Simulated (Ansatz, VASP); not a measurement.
# LiH45C31S6N10O18F18: VASP beside Ansatz, part 2 of 3

Wanted: the spread between two codes on one cell, functional and k mesh. Of the first pair: The structure shown is frame 92 of Ansatz's trajectory.

VASP 6.6.1 and Ansatz 0.2.0.

So far: Set-up; Ansatz: dynamics, LDA.

## Step 3: VASP: single point, LDA, pair 1

Level of this step: LDA; plane waves and PAW (C, N, H, O, S, F, Li_sv) (VASP).

The same cell, functional (in two slightly different forms) and mesh now go to VASP, with its own data sets.

Lines of VASP's logs that name or quote its potential files are left out, and so is its time.

File INCAR:

```
SYSTEM = LiH45C31S6N10O18F18
PREC = Accurate
ENCUT = 650
EDIFF = 1E-06
NELM = 120
ISMEAR = 0
SIGMA = 0.01
LREAL = Auto
ALGO = Normal
GGA = PW92
NBANDS = 336
LORBIT = 11
LWAVE = .FALSE.
LCHARG = .FALSE.
ISIF = 2
LASPH = .TRUE.
GGA_COMPAT = .FALSE.
EFERMI = MIDGAP
NCORE = 4
```

File POSCAR:

```
LiH45C31S6N10O18F18
1.0
   11.5962500000      0.0000000000      0.0000000000
    0.0000000000     11.5962500000      0.0000000000
    0.0000000000      0.0000000000     11.5962500000
C N H O S F Li
31 10 45 18 6 18 1
Direct
    0.6668535087      0.8515425245      0.7072200065
    0.8820955050      0.8283539937      0.7385922173
    0.9534978980      0.8114088606      0.8298372319
    0.9086730624      0.8006295139      0.0471876684
    0.7759922389      0.8111587798      0.8877180123
    0.4892184974      0.3976975315      0.7246221839
    0.3459480435      0.5586978549      0.7443095828
    0.2345154684      0.5645876900      0.7680241457
    0.0785253854      0.4103912903      0.8017936833
    0.2794092918      0.3821149078      0.7542783227
    0.3876856742      0.6097402177      0.4153584133
    0.5941058532      0.6283669290      0.3358758219
    0.6581955374      0.7186374906      0.3065646222
    0.6309453487      0.9316891236      0.3140929180
    0.5005583702      0.7829600086      0.3784671769
    0.7098415436      0.1266961302      0.0258359383
    0.9209873882      0.1294383960      0.9843699472
    0.9889403902      0.1192195753      0.8920038806
    0.9540842945      0.1231863749      0.6777018433
    0.8054327908      0.1148819662      0.8369516007
    0.0363824512      0.6566950523      0.5067672739
    0.1130796594      0.4587000108      0.4613301714
    0.1375099709      0.4039150587      0.3620222055
    0.1243074270      0.4577428048      0.1506349035
    0.0613043010      0.5759016924      0.3249240056
    0.3038223564      0.8923833136      0.1133038698
    0.7810197262      0.4189716503      0.9742804786
    0.0784908915      0.0324587690      0.3396960224
    0.3372469548      0.0100420395      0.7719909453
    0.7967661960      0.3261657864      0.4207653336
[... 93 atom lines left out ...]
    0.6892831734      0.3073321117      0.3864093996
    0.8552333729      0.2307556322      0.4168502749
    0.3284078905      0.1395968524      0.1937954080
    0.3533901046      0.3169214186      0.2251503719
    0.4934181309      0.2139829686      0.1547569257
    0.4242492185      0.5390277029      0.0405217204
```

File KPOINTS:

```
Automatic mesh
0
Gamma
1 1 1
0 0 0
```

Potentials, in the order of the species: C, N, H, O, S, F and Li_sv (LDA family, release 64).

Run with:

```console
$ mpirun -np 16 vasp_gam
```

Numbers of over 12 decimals in the logs are rounded to 6 here.

Output:

```text
[banner, memory and clock lines left out]
running   16 mpi-ranks, on    1 nodes
[...]
|                                                                             |
|               ----> ADVICE to this user running VASP <----                  |
|                                                                             |
|     You enforced a specific xc type in the INCAR file but a different       |
|     [... a line on the potential file left out ...]
|     I HOPE YOU KNOW WHAT YOU ARE DOING!                                     |
|                                                                             |

 LDA part: xc-table for (Slater(with rela. corr.)+PW92), standard interpolation
 POSCAR, INCAR and KPOINTS ok, starting setup
[...]
entering main loop
       N       E                     dE             d eps       ncg     rms          rms(c)
DAV:   1     0.478370116699E+04    0.47837E+04   -0.31456E+05   688   0.167E+03
DAV:   2    -0.395646114932E+03   -0.51793E+04   -0.49443E+04   824   0.371E+02
DAV:   3    -0.875256837150E+03   -0.47961E+03   -0.47555E+03   808   0.118E+02
DAV:   4    -0.887501316374E+03   -0.12244E+02   -0.12184E+02   848   0.191E+01
[...]
DAV:  18    -0.811371324879E+03   -0.78757E-05   -0.40483E-06   760   0.626E-03    0.283E-03
DAV:  19    -0.811371326618E+03   -0.17392E-05   -0.15100E-06   592   0.388E-03    0.186E-03
DAV:  20    -0.811371327001E+03   -0.38261E-06   -0.59197E-07   544   0.237E-03
   1 F= -.81137133E+03 E0= -.81137133E+03  d E =0.000000E+00
```

Parts of OUTCAR (step 3):

```text
  FREE ENERGIE OF THE ION-ELECTRON SYSTEM (eV)
  ---------------------------------------------------
  free  energy   TOTEN  =      -811.3713270006 eV

  energy  without entropy=     -811.3713270006  energy(sigma->0) =     -811.37132700
```

The run ends at a pressure of 0.73 GPa, with forces up to 4.3 eV/Å.

## Step 4: Side by side

Known differences besides the potentials themselves: fixed occupations in Ansatz, narrow Gaussian smearing in VASP; the cutoff is 420 eV in Ansatz and 650 eV in VASP (PREC = Accurate, projectors in real space); VASP's log shows a relativistic correction to its local exchange, Ansatz's none. Total energies have different zeros and are not compared.

Forces on 10 of the 129 atoms, those with the largest forces and the largest differences (eV/Å; atoms numbered as in POSCAR):

```
atom          Ansatz x, y, z            VASP x, y, z
  C1    0.533, -3.556, 2.057    0.523, -3.534, 2.034
 C27   -2.954, 1.550, -1.254   -3.321, 1.720, -1.155
 C29  -0.855, -2.414, -2.684  -0.951, -2.629, -3.040
 C30    -1.484, 1.344, 3.153    -1.520, 1.489, 3.540
 H43    0.373, 3.916, -1.690    0.369, 3.909, -1.688
O101     3.183, 0.352, 1.357     2.629, 0.123, 1.168
S107   -2.462, -2.400, 2.163   -2.664, -2.449, 1.923
S109  -1.573, -1.981, -2.727  -1.503, -1.706, -2.465
F117   1.103, -0.811, -0.445   1.510, -1.236, -0.443
F120    -0.797, 0.512, 1.667    -1.086, 0.420, 2.211
```

The forces differ by 157 meV/Å r.m.s., which is 14.0 % of the r.m.s. force of 1.126 eV/Å (both taken over all components).

## Step 5: Ansatz: dynamics, LDA

One frame of this run of dynamics is then solved in both programs, so the motion causes no difference.

The structure compared here is frame 184 of Ansatz's trajectory.

File input.yaml:

```yaml
crystal:
  lattice:
    - [11.59625, 0.0, 0.0]
    - [0.0, 11.59625, 0.0]
    - [0.0, 0.0, 11.59625]
  atoms:
    - { symbol: C, position: [0.68968, 0.82253, 0.68086] }
    - { symbol: "N", position: [0.77977, 0.8186, 0.77002] }
    - { symbol: C, position: [0.89737, 0.8178, 0.74296] }
    - { symbol: C, position: [0.9557, 0.80336, 0.84274] }
    - { symbol: "N", position: [0.87198, 0.8121, 0.92867] }
    - { symbol: C, position: [0.89854, 0.797, 0.05281] }
    - { symbol: C, position: [0.76481, 0.80639, 0.88215] }
    - { symbol: H, position: [0.70762, 0.7494, 0.62298] }
    - { symbol: H, position: [0.69517, 0.8966, 0.63348] }
    - { symbol: H, position: [0.60555, 0.80958, 0.70978] }
    - { symbol: H, position: [0.93396, 0.82123, 0.65794] }
    - { symbol: H, position: [0.04266, 0.79167, 0.8751] }
    - { symbol: H, position: [0.90838, 0.70932, 0.06261] }
    - { symbol: H, position: [0.82781, 0.83865, 0.09024] }
    - { symbol: H, position: [0.97543, 0.84275, 0.08904] }
    - { symbol: H, position: [0.68256, 0.80906, 0.92902] }
    - { symbol: C, position: [0.48715, 0.40768, 0.72098] }
    - { symbol: "N", position: [0.37193, 0.4481, 0.73802] }
    - { symbol: C, position: [0.33824, 0.56318, 0.74604] }
    - { symbol: C, position: [0.22745, 0.56044, 0.78495] }
    - { symbol: "N", position: [0.19274, 0.44712, 0.77924] }
    - { symbol: C, position: [0.07684, 0.41556, 0.80268] }
    - { symbol: C, position: [0.28659, 0.37888, 0.75981] }
    - { symbol: H, position: [0.49708, 0.33018, 0.76441] }
    - { symbol: H, position: [0.54639, 0.48043, 0.73851] }
    - { symbol: H, position: [0.49536, 0.37722, 0.63287] }
    - { symbol: H, position: [0.40652, 0.62134, 0.74081] }
    - { symbol: H, position: [0.16195, 0.62753, 0.79263] }
    - { symbol: H, position: [0.06811, 0.38853, 0.88549] }
    - { symbol: H, position: [0.05783, 0.34289, 0.74427] }
    - { symbol: H, position: [0.02117, 0.48229, 0.7688] }
    - { symbol: H, position: [0.28337, 0.2848, 0.76403] }
    - { symbol: C, position: [0.39421, 0.5918, 0.41074] }
    - { symbol: "N", position: [0.48535, 0.66976, 0.37129] }
    - { symbol: C, position: [0.59155, 0.62884, 0.32967] }
    - { symbol: C, position: [0.65934, 0.72111, 0.30727] }
    - { symbol: "N", position: [0.58758, 0.81826, 0.32756] }
    - { symbol: C, position: [0.6294, 0.93166, 0.32056] }
    - { symbol: C, position: [0.48511, 0.78404, 0.3731] }
    - { symbol: H, position: [0.42725, 0.50335, 0.42188] }
    - { symbol: H, position: [0.32682, 0.59558, 0.34436] }
    - { symbol: H, position: [0.34833, 0.63025, 0.48683] }
    - { symbol: H, position: [0.60311, 0.53608, 0.32118] }
    - { symbol: H, position: [0.74337, 0.73014, 0.26401] }
    - { symbol: H, position: [0.67154, 0.94837, 0.4031] }
    - { symbol: H, position: [0.54892, 0.98398, 0.30265] }
    - { symbol: H, position: [0.69535, 0.94111, 0.24898] }
    - { symbol: H, position: [0.41523, 0.83859, 0.40401] }
    - { symbol: C, position: [0.70525, 0.12215, 0.02384] }
    - { symbol: "N", position: [0.80489, 0.12771, 0.94656] }
    - { symbol: C, position: [0.91748, 0.13762, 0.98526] }
    - { symbol: C, position: [0.98134, 0.12886, 0.88599] }
    - { symbol: "N", position: [0.9076, 0.12436, 0.79536] }
    - { symbol: C, position: [0.93578, 0.11627, 0.67383] }
    - { symbol: C, position: [0.80048, 0.1196, 0.83463] }
    - { symbol: H, position: [0.73041, 0.08174, 0.09765] }
    - { symbol: H, position: [0.63802, 0.07056, 0.97976] }
    - { symbol: H, position: [0.66411, 0.20389, 0.04688] }
    - { symbol: H, position: [0.93257, 0.15003, 0.07591] }
    - { symbol: H, position: [0.07205, 0.14253, 0.86123] }
    - { symbol: H, position: [0.95091, 0.19969, 0.63151] }
    - { symbol: H, position: [0.85968, 0.06413, 0.6329] }
    - { symbol: H, position: [0.01565, 0.06485, 0.67039] }
    - { symbol: H, position: [0.72791, 0.09862, 0.78232] }
    - { symbol: C, position: [0.05087, 0.66281, 0.50303] }
    - { symbol: "N", position: [0.08815, 0.57335, 0.41982] }
    - { symbol: C, position: [0.11799, 0.46432, 0.45666] }
    - { symbol: C, position: [0.11925, 0.39953, 0.35769] }
    - { symbol: "N", position: [0.09744, 0.47345, 0.26303] }
    - { symbol: C, position: [0.08913, 0.44211, 0.14264] }
    - { symbol: C, position: [0.0726, 0.57697, 0.30386] }
    - { symbol: H, position: [0.04052, 0.74288, 0.44906] }
    - { symbol: H, position: [0.11587, 0.66647, 0.56706] }
    - { symbol: H, position: [0.96702, 0.63215, 0.54113] }
    - { symbol: H, position: [0.1164, 0.4509, 0.54847] }
    - { symbol: H, position: [0.13623, 0.30999, 0.34194] }
    - { symbol: H, position: [0.02647, 0.50172, 0.10517] }
    - { symbol: H, position: [0.05018, 0.35208, 0.14742] }
    - { symbol: H, position: [0.17053, 0.4451, 0.1021] }
    - { symbol: H, position: [0.02472, 0.64456, 0.25959] }
    - { symbol: O, position: [0.25856, 0.77101, 0.92626] }
    - { symbol: S, position: [0.26644, 0.75012, 0.04782] }
    - { symbol: O, position: [0.35992, 0.66796, 0.07125] }
    - { symbol: O, position: [0.15507, 0.72472, 0.10015] }
    - { symbol: C, position: [0.30997, 0.88756, 0.11853] }
    - { symbol: F, position: [0.23026, 0.97636, 0.11345] }
    - { symbol: F, position: [0.40115, 0.93059, 0.05817] }
    - { symbol: F, position: [0.34268, 0.88652, 0.23281] }
    - { symbol: O, position: [0.57739, 0.5388, 0.94282] }
    - { symbol: S, position: [0.66816, 0.52179, 0.03076] }
    - { symbol: O, position: [0.62841, 0.458, 0.13116] }
    - { symbol: O, position: [0.72636, 0.6264, 0.06643] }
    - { symbol: C, position: [0.78282, 0.4305, 0.96746] }
    - { symbol: F, position: [0.88188, 0.48828, 0.93314] }
    - { symbol: F, position: [0.73817, 0.37012, 0.87691] }
    - { symbol: F, position: [0.82147, 0.35135, 0.0498] }
    - { symbol: O, position: [0.956, 0.85535, 0.28796] }
    - { symbol: S, position: [0.9343, 0.97038, 0.33319] }
    - { symbol: O, position: [0.88501, 0.96835, 0.44543] }
    - { symbol: O, position: [0.86397, 0.03282, 0.25394] }
    - { symbol: C, position: [0.07831, 0.0397, 0.34615] }
    - { symbol: F, position: [0.15926, 0.95585, 0.33307] }
    - { symbol: F, position: [0.10254, 0.09381, 0.44486] }
    - { symbol: F, position: [0.1024, 0.11162, 0.2557] }
    - { symbol: O, position: [0.15518, 0.86683, 0.70433] }
    - { symbol: S, position: [0.26577, 0.90267, 0.66391] }
    - { symbol: O, position: [0.25023, 0.9767, 0.56409] }
    - { symbol: O, position: [0.3454, 0.80792, 0.64732] }
    - { symbol: C, position: [0.3325, 0.99699, 0.77902] }
    - { symbol: F, position: [0.28202, 0.98456, 0.88661] }
    - { symbol: F, position: [0.33052, 0.11639, 0.75444] }
    - { symbol: F, position: [0.44764, 0.97033, 0.79601] }
    - { symbol: O, position: [0.7025, 0.48403, 0.57356] }
    - { symbol: S, position: [0.77612, 0.38269, 0.57544] }
    - { symbol: O, position: [0.72173, 0.28536, 0.63747] }
    - { symbol: O, position: [0.8959, 0.40039, 0.61572] }
    - { symbol: C, position: [0.78943, 0.33827, 0.42482] }
    - { symbol: F, position: [0.84385, 0.41405, 0.34628] }
    - { symbol: F, position: [0.68732, 0.3099, 0.37104] }
    - { symbol: F, position: [0.86223, 0.24421, 0.42353] }
    - { symbol: O, position: [0.41037, 0.21764, 0.9382] }
    - { symbol: S, position: [0.33242, 0.27738, 0.01607] }
    - { symbol: O, position: [0.21028, 0.24754, 0.99484] }
    - { symbol: O, position: [0.36019, 0.39869, 0.01878] }
    - { symbol: C, position: [0.37721, 0.22569, 0.15982] }
    - { symbol: F, position: [0.33707, 0.12158, 0.18212] }
    - { symbol: F, position: [0.34907, 0.29643, 0.24848] }
    - { symbol: F, position: [0.49182, 0.20908, 0.15808] }
    - { symbol: Li, position: [0.44565, 0.53657, 0.04637] }
kpoints:
  mp_grid: { grid: [1, 1, 1] }
hamiltonian:
  xc: lda
scf:
  occupations: { method: fixed }
output:
  forces: true
md:
  timestep: 0.5
  n_steps: 276
  ensemble: nve
  temperature: 300
  initial_velocities: maxwell_boltzmann
  seed: 7479
```

Run with:

```console
$ ansatz run input.yaml --threads 4 --pin off --max-ram 8192MiB --backend cpu --events-out ev --progress --plain --runs-dir out
```

Output:

```text
[...]
Crystal: 129 atoms, lattice volume = 1559.383 Å³
Basis set: ecut = 420 eV, 30551 PW (Γ)
Bands: 375, of which v1, the nominal top of the filled ones, is band 246 counted from 1 (245 counted from 0)
Symmetry: 1 space group operations
k-points: 1
[...]
atom   8  H     -0.33197769    -1.11029774    -1.01694269
[...]
atom 126  F     -0.01208728     1.35808301    -0.23082938
  atom 127  F     -0.29908271     1.70585088     1.40840021
  atom 128  F      0.66419344     0.45933294    -0.26226998
  atom 129  Li     0.26076275     0.42028915     0.25139772
  max |Σ_I F_I| component: 2.98e-4 eV/Å
--- MD trajectory: 276 steps, t = 0.0 → 138.0 fs ---
[...]
conserved energy: peak-to-peak 1.466e-2 eV (1.136e-4 eV/atom) over 138.0 fs
[key lines of the parts left out:]
SCF converged after 9 iterations
Free energy (F): -41654.543356 eV
Fermi energy:    -0.497598 eV
```

## Step 6: VASP: single point, LDA, pair 2

The same cell, functional (in two slightly different forms) and mesh now go to VASP, with its own data sets.

INCAR is that of step 3.

File POSCAR:

```
LiH45C31S6N10O18F18
1.0
   11.5962500000      0.0000000000      0.0000000000
    0.0000000000     11.5962500000      0.0000000000
    0.0000000000      0.0000000000     11.5962500000
C N H O S F Li
31 10 45 18 6 18 1
Direct
    0.6512795085      0.8633135712      0.7226905250
    0.8693844993      0.8551988789      0.7388336747
    0.9502209766      0.8332952463      0.8193510833
    0.9455039345      0.8031303223      0.0324673925
    0.7745521181      0.8157550932      0.8962121375
    0.4943322195      0.3880219899      0.7282871618
    0.3498458553      0.5563436456      0.7402737954
    0.2351191118      0.5653638030      0.7511221300
    0.0756020265      0.4223693004      0.8040012935
    0.2873256441      0.3823908591      0.7547181201
    0.3901519888      0.6125428479      0.4338988897
    0.5894233049      0.6328166433      0.3387560634
    0.6589371564      0.7184046567      0.3048830441
    0.6400431174      0.9331637383      0.3113506522
    0.5038525385      0.7940584241      0.3969300420
    0.7093931228      0.1194869031      0.0190492616
    0.9227810715      0.1004721354      0.9919931012
    0.9951665409      0.1057669505      0.9012051310
    0.9709690633      0.1265064137      0.6867220006
    0.8234127412      0.1318012288      0.8374345155
    0.0123315727      0.6390772879      0.5288433761
    0.1012827423      0.4638482268      0.4724544573
    0.1397175811      0.4153842837      0.3732930904
    0.1478236499      0.4678581438      0.1639667996
    0.0673321117      0.5844389350      0.3258208473
    0.2863339442      0.8892012504      0.1123639107
    0.7690762100      0.4206704754      0.9760482915
    0.0717904495      0.0250080845      0.3359534332
    0.3399547267      0.0149487981      0.7505357335
    0.7921698825      0.3247687830      0.4238870324
[... 93 atom lines left out ...]
    0.6928015522      0.3017699687      0.3765355179
    0.8578290396      0.2318766843      0.4169968740
    0.3205950199      0.1601121052      0.1896733858
    0.3664632963      0.3381610434      0.2222442600
    0.4933750135      0.2240379433      0.1569817829
    0.4195063059      0.5548862779      0.9863145413
```

KPOINTS is that of step 3.

Run with:

```console
$ mpirun -np 16 vasp_gam
```

Output:

```text
[banner, memory and clock lines left out]
running   16 mpi-ranks, on    1 nodes
[...]
[... a notice as in an earlier step ...]

 LDA part: xc-table for (Slater(with rela. corr.)+PW92), standard interpolation
 POSCAR, INCAR and KPOINTS ok, starting setup
[...]
entering main loop
       N       E                     dE             d eps       ncg     rms          rms(c)
DAV:   1     0.476822971353E+04    0.47682E+04   -0.31396E+05   688   0.167E+03
DAV:   2    -0.400383510467E+03   -0.51686E+04   -0.49447E+04   832   0.369E+02
DAV:   3    -0.874011314534E+03   -0.47363E+03   -0.46959E+03   808   0.118E+02
DAV:   4    -0.886962337474E+03   -0.12951E+02   -0.12892E+02   864   0.193E+01
[...]
DAV:  17    -0.812569426037E+03   -0.24628E-04   -0.12477E-05   824   0.129E-02    0.611E-03
DAV:  18    -0.812569430635E+03   -0.45983E-05   -0.97432E-06   768   0.890E-03    0.313E-03
DAV:  19    -0.812569431479E+03   -0.84360E-06   -0.21921E-06   672   0.358E-03
   1 F= -.81256943E+03 E0= -.81256943E+03  d E =0.000000E+00
```

Parts of OUTCAR (step 6):

```text
  FREE ENERGIE OF THE ION-ELECTRON SYSTEM (eV)
  ---------------------------------------------------
  free  energy   TOTEN  =      -812.5694314790 eV

  energy  without entropy=     -812.5694314790  energy(sigma->0) =     -812.56943148
```

The run ends at a pressure of -1.22 GPa, with forces up to 4.1 eV/Å.

## Step 7: Differences

Forces on 10 of the 129 atoms, those with the largest forces and the largest differences (eV/Å; atoms numbered as in POSCAR):

```
atom         Ansatz x, y, z           VASP x, y, z
  C1   0.512, -2.390, 3.064   0.502, -2.381, 3.045
  C9   0.995, 2.450, -2.626   0.985, 2.428, -2.611
 C22   0.941, 0.291, -3.235   0.969, 0.207, -3.160
 C31    1.813, 2.632, 0.458    1.752, 2.899, 0.003
 N33  2.545, -1.024, -2.064  2.581, -1.034, -2.012
 N41   -1.246, 1.813, 3.499   -1.234, 1.803, 3.453
 H43   0.325, 3.333, -1.816   0.322, 3.336, -1.816
F111  -0.590, 0.552, -0.442  -1.057, 0.857, -0.463
F117  0.324, -0.695, -0.063   0.764, -1.033, 0.005
F126  -0.618, -1.344, 0.696  -0.962, -1.820, 0.908
```

The forces differ by 148 meV/Å r.m.s., which is 14.8 % of the r.m.s. force of 0.998 eV/Å (both taken over all components).

[end of part 2 of 3]

[Lines on the potential files, build, host, timing and source positions are cut from VASP's logs without a mark.]

[Logs are printed without paths, hosts, clocks, repeated set-up lines and the standing remarks that a program may print on its own settings, such as how far it seeks lower states.]

[Hosts, paths, dates, database ids (printed as entryN), source tags and the programs' standing remarks are cut or masked in the printed files.]
